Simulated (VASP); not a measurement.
Data:

```
Ti
1.0
    1.45690    -2.52343     0.00000
    1.45690     2.52343     0.00000
    0.00000     0.00000     4.64226
Ti
2
Cartesian
  1.45690   0.84114   1.16056
  1.45690  -0.84114   3.48169
```

Method: PBE GGA, VASP's PBE PAW potentials (set 64) (plane waves; VASP). Run with 480 eV cut-off, 14×14×8 Γ-centred mesh, first-order Methfessel-Paxton smearing of 0.10 eV, potentials Ti_sv.

### Question
What does the run give for the energy per atom (σ→0), pressure, band gap (on the k-mesh) with the smallest direct gap where there is one?

### Answer

The band gap (on the k-mesh) is none (metal, semimetal or under 0.01 eV). The energy per atom (σ→0) comes out as -7.835 eV/atom. The pressure comes out as 1.71 GPa.

The absolute energy has meaning only against runs of the same code, potentials and settings.

The compound is Ti in the hcp structure. This cell was strained or had an atom moved on purpose.
